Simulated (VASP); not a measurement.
Output of a VASP run:

**OSZICAR**
```
       N       E                     dE             d eps       ncg     rms          rms(c)
DAV:   1     0.505242235007E+03    0.50524E+03   -0.24230E+04   960   0.211E+03
DAV:   2     0.678483656353E+01   -0.49846E+03   -0.49082E+03  1112   0.541E+02
DAV:   3    -0.466627605284E+02   -0.53448E+02   -0.51362E+02  1440   0.162E+02
DAV:   4    -0.489979656272E+02   -0.23352E+01   -0.23339E+01  1344   0.311E+01
DAV:   5    -0.490538606696E+02   -0.55895E-01   -0.55894E-01  1368   0.401E+00    0.290E+01
DAV:   6    -0.384952738287E+02    0.10559E+02   -0.64737E+01  1352   0.858E+01    0.117E+01
DAV:   7    -0.386738846131E+02   -0.17861E+00   -0.75551E+00  1224   0.218E+01    0.810E+00
DAV:   8    -0.386870616320E+02   -0.13177E-01   -0.11566E+00  1320   0.113E+01    0.194E+00
DAV:   9    -0.386669792334E+02    0.20082E-01   -0.23222E-01  1304   0.496E+00    0.794E-01
DAV:  10    -0.386704726545E+02   -0.34934E-02   -0.10980E-01  1240   0.236E+00    0.765E-01
DAV:  11    -0.386638656126E+02    0.66070E-02   -0.49675E-02  1384   0.177E+00    0.161E-01
DAV:  12    -0.386637302862E+02    0.13533E-03   -0.22890E-03  1216   0.534E-01    0.320E-02
DAV:  13    -0.386637594795E+02   -0.29193E-04   -0.35688E-04  1352   0.142E-01    0.364E-02
DAV:  14    -0.386637486534E+02    0.10826E-04   -0.90903E-05  1336   0.828E-02    0.553E-03
DAV:  15    -0.386637494928E+02   -0.83939E-06   -0.57244E-06  1120   0.258E-02
   1 F= -.23345431E+02 E0= -.23345431E+02  d E =-.233454E+02
```

File OUTCAR:
```
------------------------ aborting loop because EDIFF is reached ----------------------------------------
  FORCE on cell =-STRESS in cart. coord.  units (eV):
  Direction    XX          YY          ZZ          XY          YZ          ZX
  --------------------------------------------------------------------------------------
  Total       15.3094296     15.3094296     15.3094296      0.0000000      0.0000000      0.0000000
  in kB      449.7388860    449.7388860    449.7388860      0.0000000      0.0000000      0.0000000
  external PRESSURE =      -0.2611140 kB  Pullay stress =     450.0000000 kB
  volume of cell :       54.54
      direct lattice vectors                 reciprocal lattice vectors
     3.792303182  0.000000000  0.000000000     0.263691997  0.000000000  0.000000000
     0.000000000  3.792303182  0.000000000     0.000000000  0.263691997  0.000000000
     0.000000000  0.000000000  3.792303182     0.000000000  0.000000000  0.263691997
 POSITION                                       TOTAL-FORCE (eV/Angst)
 -----------------------------------------------------------------------------------
      0.00000      0.00000      0.00000         0.000000      0.000000      0.000000
      1.89615      1.89615      1.89615         0.000000      0.000000      0.000000
      1.89615      0.00000      1.89615         0.000000      0.000000      0.000000
      0.00000      1.89615      1.89615         0.000000      0.000000      0.000000
      1.89615      1.89615      0.00000         0.000000      0.000000      0.000000
 -----------------------------------------------------------------------------------
    total drift:                                0.000000     -0.000000     -0.000000
  FREE ENERGIE OF THE ION-ELECTRON SYSTEM (eV)
  ---------------------------------------------------
  free  energy   TOTEN  =       -38.6637494928 eV

  energy  without entropy=      -38.6637494928  energy(sigma->0) =      -38.66374949
  enthalpy is  TOTEN    =       -23.3454314367 eV   P V=       15.3183180562

 reached required accuracy - stopping structural energy minimisation
```
(Selected blocks of OUTCAR.)

### POSCAR
```
BaTiO3
1
    3.7923031816     0.0000000000     0.0000000000
    0.0000000000     3.7923031816     0.0000000000
    0.0000000000    -0.0000000000     3.7923031816
Ba Ti O
1 1 3
Direct
  0.0000000000   0.0000000000   0.0000000000
  0.5000000000   0.5000000000   0.5000000000
  0.5000000000   0.0000000000   0.5000000000
  0.0000000000   0.5000000000   0.5000000000
  0.5000000000   0.5000000000   0.0000000000
```

Problem. Reconstruct the remaining input files.

Solution. One answer among several that fit: the input of the run itself, PBE GGA, plane waves, VASP's PBE PAW potentials (set 64).

**INCAR**
```
SYSTEM  =  BaTiO3
PREC  =  Accurate; ENCUT  =  620; LREAL  =  .FALSE.
LASPH  =  .TRUE.
EDIFF  =  1E-6; NELM  =  100; ALGO  =  Normal
LMAXMIX  =  4
ISMEAR  =  0; SIGMA  =  0.05
GGA  =  PE
IBRION  =  2; NSW  =  40; ISIF  =  3
EDIFFG  =  -0.02; PSTRESS  =  450
LWAVE  =  .FALSE.; LCHARG  =  .FALSE.
```

### KPOINTS
```
Automatic mesh
0
Gamma
6 6 6
0 0 0
```

POTCAR, in this order: Ba_sv Ti_sv O (PBE.64 set). Program: vasp_std.

The compound is BaTiO3 in the cubic perovskite structure, the ideal cubic form; the compound distorts at low or room temperature. It was relaxed first under an external pressure of 45 GPa.
